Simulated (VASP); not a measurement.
VASP input:

**KPOINTS**
```
Automatic mesh
0
Gamma
7 7 5
0 0 0
```

**POSCAR**
```
NiSb
1
    1.9650000000    -3.4034800000     0.0000000000
    1.9650000000     3.4034800000     0.0000000000
    0.0000000000     0.0000000000     5.1300000000
Ni Sb
2 2
Direct
  0.0000000000   0.0000000000   0.5000000000
  0.0000000000   0.0000000000   0.0000000000
  0.3333330000   0.6666670000   0.2500000000
  0.6666670000   0.3333330000   0.7500000000
```

**INCAR**
```
SYSTEM = NiSb
PREC = Accurate
ENCUT = 400
EDIFF = 1E-6
NELM = 100
ALGO = Normal
LREAL = .FALSE.
LASPH = .TRUE.
ISMEAR = 0
SIGMA = 0.8
GGA = PE
LMAXMIX = 4
LWAVE = .FALSE.
LCHARG = .FALSE.
ISIF = 2
```

POTCAR, in this order: Ni Sb (PBE.64 set). Program: vasp_std.

What VASP printed:

### standard output
```
 POSCAR found type information on POSCAR NiSb
 POSCAR found :  2 types and       4 ions
 Reading from existing POTCAR
 Reading from existing POTCAR
 LDA part: xc-table for (Slater+PW92), standard interpolation
 POSCAR, INCAR and KPOINTS ok, starting setup
 WAVECAR not read
 entering main loop
       N       E                     dE             d eps       ncg     rms          rms(c)
DAV:   1     0.152341690838E+03    0.15234E+03   -0.10595E+04   912   0.133E+03
DAV:   2    -0.139301379544E+02   -0.16627E+03   -0.16183E+03   924   0.297E+02
DAV:   3    -0.219002597753E+02   -0.79701E+01   -0.76999E+01  1046   0.796E+01
DAV:   4    -0.221240568410E+02   -0.22380E+00   -0.22229E+00  1048   0.127E+01
DAV:   5    -0.221316450502E+02   -0.75882E-02   -0.75861E-02  1078   0.250E+00    0.136E+01
DAV:   6    -0.249033576754E+02   -0.27717E+01   -0.35971E+01  1002   0.112E+02    0.180E+01
DAV:   7    -0.206240784350E+02    0.42793E+01   -0.13639E+01   987   0.778E+01    0.400E+00
DAV:   8    -0.206903747244E+02   -0.66296E-01   -0.15465E+00  1250   0.109E+01    0.262E+00
DAV:   9    -0.206306632899E+02    0.59711E-01   -0.22608E-01  1017   0.859E+00    0.608E-01
DAV:  10    -0.206313430249E+02   -0.67974E-03   -0.77483E-03   996   0.826E-01    0.455E-01
DAV:  11    -0.206309237833E+02    0.41924E-03   -0.61390E-04  1263   0.226E-01    0.113E-01
DAV:  12    -0.206308236928E+02    0.10009E-03   -0.44128E-04  1290   0.344E-01    0.298E-02
DAV:  13    -0.206308252183E+02   -0.15255E-05   -0.41696E-05   969   0.502E-02    0.220E-02
DAV:  14    -0.206308240952E+02    0.11232E-05   -0.13443E-06   594   0.129E-02    0.539E-03
DAV:  15    -0.206308242049E+02   -0.10973E-06   -0.48497E-07   492   0.792E-03
   1 F= -.20630824E+02 E0= -.20288836E+02  d E =-.683976E+00
```

File OUTCAR:
```
------------------------ aborting loop because EDIFF is reached ----------------------------------------
  FORCE on cell =-STRESS in cart. coord.  units (eV):
  Direction    XX          YY          ZZ          XY          YZ          ZX
  --------------------------------------------------------------------------------------
  Total        2.1964151      2.1964153      1.4707075      0.0000000     -0.0000000      0.0000000
  in kB       51.2851793     51.2851842     34.3402748      0.0000000     -0.0000000      0.0000000
  external PRESSURE =      45.6368795 kB  Pullay stress =       0.0000000 kB
  volume of cell :       68.62
      direct lattice vectors                 reciprocal lattice vectors
     1.965000000 -3.403480000  0.000000000     0.254452926 -0.146908458  0.000000000
     1.965000000  3.403480000  0.000000000     0.254452926  0.146908458  0.000000000
     0.000000000  0.000000000  5.130000000     0.000000000  0.000000000  0.194931774
 POSITION                                       TOTAL-FORCE (eV/Angst)
 -----------------------------------------------------------------------------------
      0.00000      0.00000      2.56500        -0.000000      0.000000      0.000000
      0.00000      0.00000      0.00000        -0.000000      0.000000      0.000000
      1.96500      1.13450      1.28250        -0.000000     -0.000000     -0.000000
      1.96500     -1.13450      3.84750         0.000000      0.000000      0.000000
 -----------------------------------------------------------------------------------
    total drift:                                0.000000      0.000000      0.000000
  FREE ENERGIE OF THE ION-ELECTRON SYSTEM (eV)
  ---------------------------------------------------
  free  energy   TOTEN  =       -20.6308242049 eV

  energy  without entropy=      -19.9468484103  energy(sigma->0) =      -20.28883631
```
(Selected blocks of OUTCAR.)

### Question
The run ends quietly. Is anything wrong with it?

### Answer
The cause: SIGMA is far too large. The run ends without an error. Against the sound run, the energy per atom (σ→0) rises by 0.002 eV/atom; the pressure rises by 1.48 GPa. To mend it, set ISMEAR = 1, set SIGMA = 0.1.

The mended run (PBE GGA, plane waves, VASP's PBE PAW potentials (set 64)) converges, and its OSZICAR ends with
```
   1 F= -.20297411E+02 E0= -.20298115E+02  d E =0.211102E-02
```

The compound is NiSb in the NiAs type structure. The cell was not relaxed at this level. The run is not spin-polarised, so no magnetic state was tried.
